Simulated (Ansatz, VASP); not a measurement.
# Mo2CSO (Mo2COS MXene bilayer, AA) in two plane-wave programs

Wanted: the spread between two codes on one cell, functional and k mesh. Of the first pair: The structure shown is the start of the Ansatz relaxation below; VASP solves that cell, so the two are compared at the walk's first step.

Program: Ansatz 0.2.0. Level of theory: plane waves, with VASP 6.6.1 beside it; single point at PBE with D3(BJ). Results are calculated unless marked as measured.

## 1. Set-up

The cell holds 10 atoms: 2 S, 4 Mo, 2 C and 2 O. Its edges and angles: a = 3.025 Å, b = 3.025 Å, c = 57.553 Å, α = 90.0°, β = 90.0°, γ = 120.0°. Vacuum lies along c.

## 2. Ansatz: relaxation, PBE with D3(BJ)

Ansatz runs on its default PAW (the set named soft_2) files.

The two programs are compared at the cell with which this relaxation starts, whose forces are those of its first step.

input.yaml reads:

```yaml
crystal:
  lattice:
    - [3.024736, 0.0, 0.0]
    - [-1.512368, 2.6194982157, 0.0]
    - [0.0, 0.0, 57.5527158839]
  atoms:
    - { symbol: S, position: [0.3333333333, 0.6666666667, 0.3848645483] }
    - { symbol: Mo, position: [0.6666666667, 0.3333333333, 0.4143741555] }
    - { symbol: C, position: [0.0, 0.0, 0.4351113218] }
    - { symbol: Mo, position: [0.3333333333, 0.6666666667, 0.4558484881] }
    - { symbol: O, position: [0.6666666667, 0.3333333333, 0.4743713224] }
    - { symbol: S, position: [0.3333333333, 0.6666666667, 0.5256286776] }
    - { symbol: Mo, position: [0.6666666667, 0.3333333333, 0.5551382849] }
    - { symbol: C, position: [0.0, 0.0, 0.5758754512] }
    - { symbol: Mo, position: [0.3333333333, 0.6666666667, 0.5966126175] }
    - { symbol: O, position: [0.6666666667, 0.3333333333, 0.6151354517] }
  periodic: [true, true, false]
kpoints:
  mp_grid: { grid: [12, 12, 1] }
hamiltonian:
  xc: pbe
  dispersion: d3bj
scf:
  occupations: { method: fermi_dirac, width: 0.05 }
  convergence: { dr2_threshold: 1.0e-09 }
relax:
  f_tol: 0.004
  max_steps: 90
  cell: {}
output:
  write_potential: true
  write_density: true
  volumetric_format: npy
```

The run is started by

```sh
$ ansatz run input.yaml --threads 4 --pin off --max-ram 6144MiB --backend cpu --events-out ev --progress --plain --runs-dir out
```

Numbers of over 12 decimals in the logs are rounded to 6 here.

Output:

```text
Warning: relax.cell: scf.convergence.dr2_threshold = 1e-9 eV is looser than the 1.84949273556e-10 eV advised for a relaxation that steers and ends on the stress (1e-10 eV for each atom of the cell: 10, times the square of relax.cell.stress_2d_tol = 0.05 N/m over 23.3 Å (the atoms' height at the walk's start and 5 Å past either face), 2.150e-2 GPa, over a crystal's default 0.05). What an SCF threshold leaves in a stress goes as its square root, and in the free energy as the threshold itself, and one threshold admits the most on a small cell: [figures from the program's tests cut] Set scf.convergence.dr2_threshold to 1.84949273556e-10 eV or tighter. [rest of the remark cut]
Engine: ansatz 0.2.0, x86_64-unknown-linux-gnu
Pseudopotentials: kind: paw
Pseudopotential: S, paw, valence charge 6, recommended cutoff 420 eV (normal), S.paw.azcp
Pseudopotential: Mo, paw, valence charge 14, recommended cutoff 420 eV (normal), Mo.paw.azcp
Pseudopotential: C, paw, valence charge 4, recommended cutoff 420 eV (normal), C.paw.azcp
Pseudopotential: O, paw, valence charge 6, recommended cutoff 420 eV (normal), O.paw.azcp
Functional definition: PBE
  parameter kappa = 0.804
  parameter beta = 0.066725
  exchange = pbe_x(kappa = kappa, mu = beta*pi^2/3)
  correlation = pbe_c(beta = beta)
Crystal: 10 atoms, lattice volume = 456.007 Å³
Basis set: ecut = 420 eV, 8773 PW (Γ), exchange–correlation on 48×48×800 points (8 copies of the dense FFT grid, shifted against one another)
Bands: 54, of which v1, the nominal top of the filled ones, is band 44 counted from 1 (43 counted from 0)
Symmetry: 6 space group operations
Space group: P3m1 (ITA 156), of the structure as read, at distance tolerance 7.7e-5 Å
k-points: 19 of 144 (time reversal used)
Non-local potential: S, projectors of the file, l = 0: 2, l = 1: 2, l = 2: 2
Non-local potential: Mo, projectors of the file, l = 0: 3, l = 1: 2, l = 2: 2, l = 3: 1
Non-local potential: C, projectors of the file, l = 0: 2, l = 1: 2, l = 2: 1
Non-local potential: O, projectors of the file, l = 0: 2, l = 1: 2, l = 2: 1
PAW form: soft (Blöchl's): semilocal exchange-correlation on the pseudo side does not see the compensation charge
PAW one-centre angular grid: S, 110 points (default); XC on 64 Gauss nodes
PAW one-centre angular grid: Mo, 590 points (default); XC on 64 Gauss nodes
PAW one-centre angular grid: C, 110 points (default); XC on 64 Gauss nodes
PAW one-centre angular grid: O, 110 points (default); XC on 64 Gauss nodes
Initial density: superposition of atomic densities (neutral atoms: chi_scale 0, normalization atom), corrected by the library's trained network
Initial wavefunctions: pseudopotential atomic-orbital guess
Functional: x = pbe(κ = 0.804, μ = 0.219515), c = pbe(β = 0.066725)
SCF iter   1: F=—  HF=-23269.264026 eV  |F-HF|=—  |Δ(HF+E_count)|=         —  Δρ=1.39e-2  dr2=4.97e1  ethr=1.77e-3  ⟨swp⟩=13.3  Hψ=7191  notcnv=0
preconditioner: auto → LDOS  [metal: Δε(μ)=0.033 eV  Ē_g=8.194 eV  σ=0.050 eV  W_gap=0.16  n_scr=36 (ndim 8)  ℏωp=13.0 eV  f_vac=0.715  D(μ)=4.47/eV (n_scr^D=24)  β→1.0]
SCF iter   2: F=—  HF=-23269.331007 eV  |F-HF|=—  |Δ(HF+E_count)|=   6.70e-2  Δρ=1.65e-2  dr2=5.22e1  ethr=1.77e-3  ⟨swp⟩=3.4  Hψ=1679  notcnv=0  defer=11
SCF iter   3: F=—  HF=-23269.012555 eV  |F-HF|=—  |Δ(HF+E_count)|=   3.18e-1  Δρ=4.02e-3  dr2=3.32e0  ethr=1.77e-3  ⟨swp⟩=2.8  Hψ=1242  notcnv=0  defer=11
SCF iter   4: F=—  HF=-23269.006712 eV  |F-HF|=—  |Δ(HF+E_count)|=   5.84e-3  Δρ=1.09e-3  dr2=1.76e-1  ethr=1.77e-3  ⟨swp⟩=1.3  Hψ=1244  notcnv=0
SCF iter   5: F=—  HF=-23269.005062 eV  |F-HF|=—  |Δ(HF+E_count)|=   1.65e-3  Δρ=4.15e-4  dr2=3.75e-2  ethr=1.99e-4  ⟨swp⟩=2.0  Hψ=1415  notcnv=0  defer=21
SCF iter   6: F=—  HF=-23269.005212 eV  |F-HF|=—  |Δ(HF+E_count)|=   1.50e-4  Δρ=2.69e-4  dr2=1.54e-2  ethr=4.26e-5  ⟨swp⟩=1.5  Hψ=1073  notcnv=0  defer=21
SCF iter   7: F=—  HF=-23269.005310 eV  |F-HF|=—  |Δ(HF+E_count)|=   9.84e-5  Δρ=1.36e-4  dr2=3.40e-3  ethr=1.75e-5  ⟨swp⟩=1.5  Hψ=1082  notcnv=0  defer=21
SCF iter   8: F=—  HF=-23269.005443 eV  |F-HF|=—  |Δ(HF+E_count)|=   1.33e-4  Δρ=4.50e-5  dr2=1.59e-5  ethr=3.87e-6  ⟨swp⟩=2.3  Hψ=1447  notcnv=0  defer=21
SCF iter   9: F=—  HF=-23269.005495 eV  |F-HF|=—  |Δ(HF+E_count)|=   5.17e-5  Δρ=4.38e-5  dr2=1.24e-4  ethr=1.80e-8  ⟨swp⟩=4.7  Hψ=2850  notcnv=0  defer=21
[...]
SCF iter   2: F=—  HF=-23269.493261 eV  |F-HF|=—  |Δ(HF+E_count)|=   2.74e-5  Δρ=1.55e-6  dr2=1.46e-8  ethr=7.76e-11  ⟨swp⟩=5.8  Hψ=4020  notcnv=0
SCF iter   3: F=—  HF=-23269.493260 eV  |F-HF|=—  |Δ(HF+E_count)|=   6.27e-7  Δρ=5.92e-7  dr2=1.67e-9  ethr=1.66e-11  ⟨swp⟩=3.3  Hψ=2179  notcnv=0
SCF iter   4: F=-23269.493261 eV  HF=-23269.493260 eV  |F-HF|=5.85e-8  |Δ(HF+E_count)|=   5.84e-7  Δρ=1.07e-7  dr2=7.38e-11  ethr=1.14e-12  ⟨swp⟩=18.5  Hψ=10266  notcnv=0
SCF 12 converged in 4 iterations: F = -23269.493261 eV  dr2 = 7.38e-11
relax step  12: F+E_penalty+E_count = -23269.49326054 eV  Δ(F+E_penalty+E_count) = -3.555e-4 eV  max|allowed force component| = 5.819e-4 eV/Å  Δτ_max = 0.0000 Å  P = +0.001 N/m  Ω = 491.228 Å³  fix = [c, alpha, beta]  reactions: c +0.000 N/m  stress off target by 7.04e-4 N/m on what of the cell is left free  SCF on the basis re-selected at this cell (its energy is not comparable with the rows above)  (4 SCF iters)
basis re-selected at this cell: Δ(F+E_penalty+E_count) = -3.555e-4 eV, ΔP = +0.002 N/m vs the last step (what re-selecting the basis moved, of the pressure what is left beyond the Pulay correction that the steps carried, after the strain that the cell walked since its last selection, with what the two solves' SCF thresholds leave and, on support functions, any second-order correction that the steps lacked; it is no m [...]
WARN: The output density's exchange-correlation potential varies sharply where the density is thin. Do not read a vacuum level from v_tot or v_xc, or from such a field of the output density. On a cell that repeats whose density bears no net charge and no dipole along the vacuum's axis use v_es (v_loc + v_h of the components); under efield.dipole_correction with no amplitude use v_es + v_field, which holds any externa [...]
SCF converged after 4 iterations
Free energy (F): -23269.493261 eV
Harris-Foulkes:  -23269.493260 eV  (|F-HF|=5.85e-8)
Internal energy: -23269.454307 eV  (E = F + TS)
E sigma→0 (E₀):  -23269.473784 eV
Entropy (-TS):   -0.038953 eV (-3.895 meV/atom)
Fermi energy:    -5.697584 eV
--- Per-component energies (eV) ---
  E_band       = -2233.445925
  E_kinetic    = 2509.172326
  E_local      = -795808.564584  (includes V_loc(G=0)·N_el)
  E_nonlocal   = 773.481605
  E_hartree    = 396179.801525
  E_xc         = -1174.388474
  E_vxc        = -1401.854457  (∫ρ·V_xc dr)
  E_paw        = -14516.577894  (= ΣΔE_a)
  E_vpaw       = -665.292095  (= ΣTr[D̂ρ^β])
  E_aug_tail   = 0.004912  (compensation charges beyond the density's cutoff)
  E_ewald      = 388771.000410
  E_disp       = -3.384133  (pairwise vdW)
  E_smearing   = -0.038953  (= −TS)
  E_closure    = -0.000000  (closes the sum)
  Σ components = -23269.493261   (vs F -23269.493261, Δ=0.00e0)
--- Forces (eV/Å), atoms counted from 1 ---
  atom   1  S      0.00000000    -0.00000000     0.00028060
  atom   2  Mo     0.00000000     0.00000000    -0.00006533
  atom   3  C      0.00000000    -0.00000000    -0.00006641
  atom   4  Mo     0.00000000    -0.00000000     0.00017469
  atom   5  O      0.00000000     0.00000000    -0.00008700
  atom   6  S     -0.00000000    -0.00000000     0.00015802
  atom   7  Mo     0.00000000     0.00000000    -0.00031652
  atom   8  C      0.00000000    -0.00000000    -0.00011887
  atom   9  Mo     0.00000000    -0.00000000     0.00058128
  atom  10  O      0.00000000     0.00000000    -0.00054635
  max |Σ_I F_I| component: 5.88e-6 eV/Å
--- 2D stress c σ (N/m, compression-positive) ---
        0.000704       0.000000      -0.000000
        0.000000       0.000704      -0.000000
       -0.000000      -0.000000       0.000000
  P = ½ c Tr σ = 0.0007 N/m
--- Band table (eV; the first three rows and the last of 19) ---
  k-point 0: bands = [... 40 lower, -6.6318, -6.5759, -6.5759, -6.5215, -6.5215, -6.4889, -5.3951, -5.3951, ... 6 higher]
  k-point 1: bands = [... 40 lower, -7.1575, -7.1091, -6.4575, -6.3926, -6.1295, -6.0368, -5.2998, -5.2869, ... 6 higher]
  k-point 2: bands = [... 40 lower, -7.7201, -7.5914, -6.3840, -6.3201, -5.8489, -5.6734, -5.1685, -5.1421, ... 6 higher]
  k-point 18: bands = [... 40 lower, -6.4825, -6.3415, -6.3095, -6.2504, -5.8986, -5.8171, -4.6822, -4.5563, ... 6 higher]
  the weakly bound empty levels are not read free of the cell's end (no_gap_told)
--- Relaxed structure (10 steps of the walk, 9 accepted, 2 SCFs on fresh bases) ---
  F+E_penalty+E_count = -23269.49326054 eV   max|allowed force component| = 5.819e-4 eV/Å   (the final SCF, on the basis selected at the relaxed cell)
  cell:  # Å, volume = 491.2277 Å³
    - [3.139375, 0, 0]
    - [-1.569687, 2.718778, 0]
    - [0, 0, 57.5527158839]
  atoms:
    - { symbol: S, position: [0.333333, 0.666667, 0.391125] }
    - { symbol: Mo, position: [0.666667, 0.333333, 0.419960] }
    - { symbol: C, position: [1.1576356636792992e-17, 3.3075304676551383e-18, 0.439179] }
    - { symbol: Mo, position: [0.333333, 0.666667, 0.458035] }
    - { symbol: O, position: [0.666667, 0.333333, 0.477205] }
    - { symbol: S, position: [0.333333, 0.666667, 0.523544] }
    - { symbol: Mo, position: [0.666667, 0.333333, 0.552261] }
    - { symbol: C, position: [-1.230321520108641e-17, -3.515204343167545e-18, 0.571552] }
    - { symbol: Mo, position: [0.333333, 0.666667, 0.590543] }
    - { symbol: O, position: [0.666667, 0.333333, 0.609556] }
```

[end of part 1 of 2]

[Lines on the potential files, build, host, timing and source positions are cut from VASP's logs without a mark.]

[Logs are printed without paths, hosts, clocks, repeated set-up lines and the standing remarks that a program may print on its own settings, such as how far it seeks lower states.]

[Hosts, paths, dates, database ids (printed as entryN), source tags and the programs' standing remarks are cut or masked in the printed files.]
